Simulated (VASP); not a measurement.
Output of a VASP run:

### OSZICAR
```
       N       E                     dE             d eps       ncg     rms          rms(c)
DAV:   1    -0.153188329618E+04   -0.15319E+04   -0.16969E+04   168   0.186E+03
DAV:   2    -0.187188048784E+04   -0.34000E+03   -0.32527E+03   199   0.446E+02
DAV:   3    -0.190794910008E+04   -0.36069E+02   -0.35716E+02   280   0.147E+02
DAV:   4    -0.190924315153E+04   -0.12941E+01   -0.12920E+01   228   0.230E+01
DAV:   5    -0.381760720120E+02    0.18711E+04   -0.10764E+01   243   0.576E+01    0.145E+01
DAV:   6    -0.316470750145E+02    0.65290E+01   -0.23688E+01   251   0.491E+01    0.595E+00
DAV:   7    -0.325131852658E+02   -0.86611E+00   -0.39367E+00   241   0.162E+01    0.494E+00
DAV:   8    -0.322973960974E+02    0.21579E+00   -0.45223E-01   248   0.966E+00    0.225E+00
DAV:   9    -0.322926821601E+02    0.47139E-02   -0.25195E-01   222   0.396E+00    0.994E-01
DAV:  10    -0.322874662063E+02    0.52160E-02   -0.10700E-02   248   0.201E+00    0.609E-01
DAV:  11    -0.322856258173E+02    0.18404E-02   -0.11553E-02   246   0.108E+00    0.414E-01
DAV:  12    -0.322860473516E+02   -0.42153E-03   -0.12919E-03   264   0.374E-01    0.258E-01
DAV:  13    -0.322861606536E+02   -0.11330E-03   -0.42769E-04   214   0.204E-01    0.143E-01
DAV:  14    -0.322862944339E+02   -0.13378E-03   -0.13377E-04   232   0.112E-01    0.846E-02
DAV:  15    -0.322863670536E+02   -0.72620E-04   -0.43169E-05   227   0.796E-02    0.533E-02
DAV:  16    -0.322864098296E+02   -0.42776E-04   -0.25572E-05   240   0.529E-02    0.342E-02
DAV:  17    -0.322864330845E+02   -0.23255E-04   -0.86989E-06   203   0.269E-02    0.216E-02
DAV:  18    -0.322864449023E+02   -0.11818E-04   -0.38212E-06   200   0.170E-02    0.135E-02
DAV:  19    -0.322864508451E+02   -0.59428E-05   -0.17386E-06   158   0.121E-02    0.859E-03
DAV:  20    -0.322864538382E+02   -0.29931E-05   -0.10246E-06   150   0.937E-03    0.553E-03
DAV:  21    -0.322864553330E+02   -0.14948E-05   -0.52774E-07   119   0.670E-03    0.367E-03
DAV:  22    -0.322864560906E+02   -0.75768E-06   -0.30070E-07   114   0.629E-03
   1 F= -.32286456E+02 E0= -.32286456E+02  d E =-.252932E-24
```

### OUTCAR
```
------------------------ aborting loop because EDIFF is reached ----------------------------------------
  FORCE on cell =-STRESS in cart. coord.  units (eV):
  Direction    XX          YY          ZZ          XY          YZ          ZX
  --------------------------------------------------------------------------------------
  Total       -1.0750363     -1.0750365      1.4456274      0.0000000      0.0000000      0.0000000
  in kB      -24.4393213    -24.4393258     32.8641468      0.0000000      0.0000000      0.0000000
  external PRESSURE =      -5.3381668 kB  Pullay stress =       0.0000000 kB
  volume of cell :       70.48
      direct lattice vectors                 reciprocal lattice vectors
     1.894155000  1.093591000  5.670520000     0.263969950  0.152403107  0.058783557
    -1.894155000  1.093591000  5.670520000    -0.263969950  0.152403107  0.058783557
     0.000000000 -2.187182000  5.670520000     0.000000000 -0.304806215  0.058783557
 POSITION                                       TOTAL-FORCE (eV/Angst)
 -----------------------------------------------------------------------------------
      0.00000      0.00000      8.50578        -0.000000     -0.000000      0.000000
      0.00000      0.00000      0.00000         0.000000     -0.000000      0.000000
      0.00000      0.00000     15.21184        -0.000000     -0.000000     -0.089338
      0.00000      0.00000      1.79972        -0.000000      0.000000      0.089338
 -----------------------------------------------------------------------------------
    total drift:                                0.000007     -0.000004     -0.000005
  FREE ENERGIE OF THE ION-ELECTRON SYSTEM (eV)
  ---------------------------------------------------
  free  energy   TOTEN  =       -32.2864560906 eV

  energy  without entropy=      -32.2864560906  energy(sigma->0) =      -32.28645609

  exchange ACFDT corr.  =         0.00000000  see jH, gK, PRB 81, 115126
```
(Selected blocks of OUTCAR.)

### POSCAR
```
PrCuO2
1
    1.8941550000     1.0935910000     5.6705200000
   -1.8941550000     1.0935910000     5.6705200000
    0.0000000000    -2.1871820000     5.6705200000
Pr Cu O
1 1 2
Direct
  0.5000000000   0.5000000000   0.5000000000
  0.0000000000   0.0000000000   0.0000000000
  0.8942060000   0.8942060000   0.8942060000
  0.1057940000   0.1057940000   0.1057940000
```

### Question
Reconstruct the remaining input files.

### Answer
One answer among several that fit: the input of the run itself, HSE06 screened hybrid, plane waves, VASP's PBE PAW potentials (set 64).

**KPOINTS**
```
Automatic
0
Gamma
  2 2 2
```

**INCAR**
```
AEXX = 0.25
ALGO = Normal
EDIFF = 1E-6
ENCUT = 520
GGA = PE
HFSCREEN = 0.2
ISIF = 2
ISMEAR = 0
ISYM = 3
LASPH = .True.
LCHARG = .False.
LHFCALC = .True.
LMAXMIX = 6
LREAL = .False.
LWAVE = .False.
NELM = 100
PREC = Accurate
PRECFOCK = Fast
SIGMA = 0.05
SYSTEM = PrCuO2
```

POTCAR, in this order: Pr_3 Cu O (PBE.64 set). Program: vasp_std.

The 4f electrons are frozen in the core of the lanthanide potential, so 4f levels, which can set the real gap, and their magnetism are missing.

The structure comes from a computed database's PrCuO2 entry (R-3m); how it stands against other phases isn't given here. The cell was not relaxed at this level. The k-mesh is coarse (spacing up to 0.98 per Å, 2π included), so the numbers may not be converged in it.
